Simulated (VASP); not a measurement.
Sr8Ti8NO23 (a cell with a defect): relaxation of the atoms with PBE

The system is Sr8Ti8NO23 (a cell with a defect).

```
CELL_PARAMETERS angstrom
7.88041 0.00000 0.00000
0.00000 -7.88041 0.00000
0.00000 0.00000 -7.88041
ATOMIC_POSITIONS crystal
Sr 0.25000 0.25000 0.25000
Sr 0.25000 0.25000 0.75000
Sr 0.25000 0.75000 0.25000
Sr 0.25000 0.75000 0.75000
Sr 0.75000 0.25000 0.25000
Sr 0.75000 0.25000 0.75000
Sr 0.75000 0.75000 0.25000
Sr 0.75000 0.75000 0.75000
Ti 0.99671 0.50071 0.49932
Ti 0.00000 0.50000 0.00000
Ti 0.00000 0.00000 0.50000
Ti 0.00000 0.00000 0.00000
Ti 0.50267 0.49609 0.49081
Ti 0.50000 0.50000 0.00000
Ti 0.50000 0.00000 0.50000
Ti 0.50000 0.00000 0.00000
N 0.24339 0.50319 0.49465
O 0.25000 0.50000 0.00000
O 0.25000 0.00000 0.50000
O 0.25000 0.00000 0.00000
O 0.75000 0.50000 0.50000
O 0.75000 0.50000 0.00000
O 0.75000 0.00000 0.50000
O 0.75000 0.00000 0.00000
O 0.00000 0.25000 0.50000
O 0.00000 0.25000 0.00000
O 0.00000 0.75000 0.50000
O 0.00000 0.75000 0.00000
O 0.50000 0.25000 0.50000
O 0.50000 0.25000 0.00000
O 0.50000 0.75000 0.50000
O 0.50000 0.75000 0.00000
O 0.00000 0.50000 0.25000
O 0.00000 0.50000 0.75000
O 0.00000 0.00000 0.25000
O 0.00000 0.00000 0.75000
O 0.50000 0.50000 0.25000
O 0.50000 0.50000 0.75000
O 0.50000 0.00000 0.25000
O 0.50000 0.00000 0.75000
```

```json
{"Program": "VASP 6.6.1", "Task": "relaxation of the atoms", "Functional": "PBE", "Potentials or basis": "VASP PAW PBE potentials, release 64 (Sr_sv, Ti_sv, N, O)", "Cutoff": "450 eV", "k mesh": "2 × 2 × 2", "Occupations": "gaussian, width 0.01 eV", "Spin": "no spin polarisation", "Monkhorst-Pack mesh": "yes"}
```

```yaml
Energy_gained_by_relaxing: 3.2 meV/atom
Ionic_steps: 13
Largest_force_after_relaxing: 0.025 eV/Å
```

Forces on the atoms (eV/Å):
```
Sr   0.002 -0.002 -0.001
Sr  -0.001 -0.003 -0.001
Sr   0.000  0.001 -0.004
Sr  -0.004  0.002  0.001
Sr  -0.004  0.001  0.000
Sr   0.001 -0.002 -0.001
Sr  -0.001 -0.004  0.001
Sr   0.005  0.001  0.000
Ti   0.000 -0.007 -0.011
Ti   0.006  0.001  0.024
Ti   0.003  0.011  0.011
Ti   0.000  0.001  0.000
Ti  -0.011 -0.004 -0.009
Ti  -0.008  0.001 -0.015
Ti  -0.008 -0.010  0.007
Ti   0.001  0.001  0.003
N    0.022  0.006 -0.006
O   -0.003  0.000 -0.001
O    0.001 -0.002  0.001
O    0.013 -0.001  0.004
O    0.016  0.002  0.002
O   -0.001 -0.001 -0.010
O   -0.004  0.006  0.003
O   -0.018  0.000  0.001
O   -0.004 -0.001  0.001
O   -0.001 -0.004 -0.004
O   -0.003  0.003  0.001
O   -0.002  0.006 -0.004
O    0.002 -0.010  0.000
O    0.002  0.010 -0.001
O    0.002  0.004  0.002
O    0.002 -0.010  0.000
O   -0.006  0.002  0.010
O   -0.003  0.002  0.005
O   -0.001 -0.001 -0.001
O   -0.001 -0.001  0.000
O    0.003  0.000 -0.011
O   -0.001  0.000  0.009
O    0.002  0.002  0.009
O    0.001  0.001 -0.013
```

The path:
| step | energy change (eV) | largest force (eV/Å) | pressure (GPa) |
| --- | --- | --- | --- |
| 1 | 0.0000 | 1.0844 | -2.79 |
| 2 | -0.0889 | 0.3635 | -2.85 |
| 3 | -0.0910 | 0.2650 | -2.85 |
| 4 | -0.1137 | 0.1581 | -2.86 |
| 5 | -0.1183 | 0.1843 | -2.85 |
| 6 | -0.1250 | 0.0902 | -2.85 |
| 7 | -0.1251 | 0.0884 | -2.85 |
| 8 | -0.1263 | 0.0374 | -2.86 |
| 9 | -0.1263 | 0.0369 | -2.86 |
| 10 | -0.1267 | 0.0279 | -2.86 |
| 11 | -0.1268 | 0.0330 | -2.86 |
| 12 | -0.1271 | 0.0258 | -2.86 |
| 13 | -0.1271 | 0.0249 | -2.86 |

Final structure:
```
CELL_PARAMETERS angstrom
7.88041 0.00000 0.00000
0.00000 -7.88041 0.00000
0.00000 0.00000 -7.88041
ATOMIC_POSITIONS crystal
Sr 0.24988 0.24531 0.24488
Sr 0.24985 0.24534 0.75397
Sr 0.24988 0.75458 0.24478
Sr 0.24985 0.75454 0.75407
Sr 0.74996 0.24757 0.24714
Sr 0.74984 0.24756 0.75174
Sr 0.74988 0.75217 0.24718
Sr 0.74977 0.75220 0.75172
Ti 0.99733 0.50003 0.49972
Ti 0.00089 0.49991 0.99985
Ti 0.00092 0.00010 0.49947
Ti 0.99868 0.99990 0.99940
Ti 0.50221 0.49942 0.49868
Ti 0.49898 0.50004 0.99868
Ti 0.49900 0.99941 0.49972
Ti 0.50106 0.00006 0.99971
N 0.24954 0.50044 0.49933
O 0.24982 0.50004 0.00000
O 0.24980 0.99988 0.49987
O 0.24986 0.00000 0.99986
O 0.74954 0.49995 0.50013
O 0.74985 0.50001 0.99912
O 0.74985 0.00042 0.49988
O 0.74998 0.00003 0.99986
O 0.00130 0.24995 0.49984
O 0.99973 0.25010 0.99979
O 0.00080 0.75032 0.49983
O 0.99974 0.75004 0.99979
O 0.49800 0.24987 0.49958
O 0.50006 0.25008 0.99970
O 0.49857 0.75029 0.49968
O 0.50005 0.74994 0.99967
O 0.00076 0.50011 0.24965
O 0.00141 0.50010 0.74996
O 0.99974 0.00009 0.24991
O 0.99972 0.00009 0.74981
O 0.49868 0.50005 0.24943
O 0.49790 0.49995 0.74988
O 0.50005 0.00003 0.24983
O 0.50007 0.00007 0.74966
```

Levels at points of the mesh, in eV from the valence-band top:
| k point | band 156 | band 157 | band 158 | band 159 | band 160 | band 161 | band 162 | band 163 |
| --- | --- | --- | --- | --- | --- | --- | --- | --- |
| (0.25, 0.25, 0.25) | -0.36 | -0.30 | -0.25 | 0.00 | 0.05 | 2.39 | 2.47 | 2.48 |

Core levels (eV, on the scale of the bands):
```tsv
atom	levels
1 Sr	1s -15923.2, 2s -2145.7, 2p -1905.1, 3s -321.7, 3p -244.1, 3d -116.0
2 Sr	1s -15923.2, 2s -2145.7, 2p -1905.1, 3s -321.7, 3p -244.1, 3d -116.0
3 Sr	1s -15923.2, 2s -2145.7, 2p -1905.1, 3s -321.7, 3p -244.1, 3d -116.0
4 Sr	1s -15923.2, 2s -2145.7, 2p -1905.1, 3s -321.7, 3p -244.1, 3d -116.0
5 Sr	1s -15923.2, 2s -2145.8, 2p -1905.2, 3s -321.8, 3p -244.1, 3d -116.0
6 Sr	1s -15923.2, 2s -2145.8, 2p -1905.2, 3s -321.8, 3p -244.1, 3d -116.0
```

It took 13 min on 8 MPI ranks on Intel(R) Xeon(R) Platinum 8375C CPU @ 2.90GHz (Ice Lake), on a shared host, peak memory 0.3 GiB a rank.

Caveat: the cell is charged against a uniform background, so pressure and absolute levels hang on convention; the cutoff is under 1.25 times the usual one of these potentials, so pressure, stress and relaxed cells hold a basis-set (Pulay) error.
